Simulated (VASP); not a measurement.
SiC (zinc blende), at 0.96 of the tabulated volume:

```xyz
2
Lattice="0.0000 2.1505 2.1505 2.1505 0.0000 2.1505 2.1505 2.1505 0.0000" Properties=species:S:1:pos:R:3 pbc="T T T"
Si     0.0000     0.0000     0.0000
C      1.0753     1.0753     1.0753
```

The lowest empty band near X, direction along the valley's axis, from PBE with spin-orbit coupling in VASP (PAW); its two spin partners are averaged. The gap over the points computed is 1.31 eV, and the next band on that side lies 3.14 eV away at the edge.

Settings: 520 eV cut-off, 12×12×12 Γ-centred mesh, Gaussian smearing of 0.050 eV, potentials Si C.

```json
[
 {"distance from the edge in k (1/Å)": "0.025", "distance in energy (meV)": "3.6"},
 {"distance from the edge in k (1/Å)": "0.035", "distance in energy (meV)": "7.0"},
 {"distance from the edge in k (1/Å)": "0.050", "distance in energy (meV)": "14.4"},
 {"distance from the edge in k (1/Å)": "0.070", "distance in energy (meV)": "28.3"}
]
```

Q: Fit E(1 + αE) = ħ²k²/2m* (ħ²/2m0 = 3.810 eV Å²) and predict the row at 0.095 1/Å.

A: The rows don't resolve α, so a parabola serves: the electron mass is m* = 0.660 m0, and so 52.1 meV. The run gave 52.1 meV, +0.0 meV from the fit.

Left out are points under 3 meV from the edge, since the levels carry 0.1 meV, and points farther than half the way to the next band.

The compound is SiC in the zinc blende structure. The cell was not relaxed at this level.
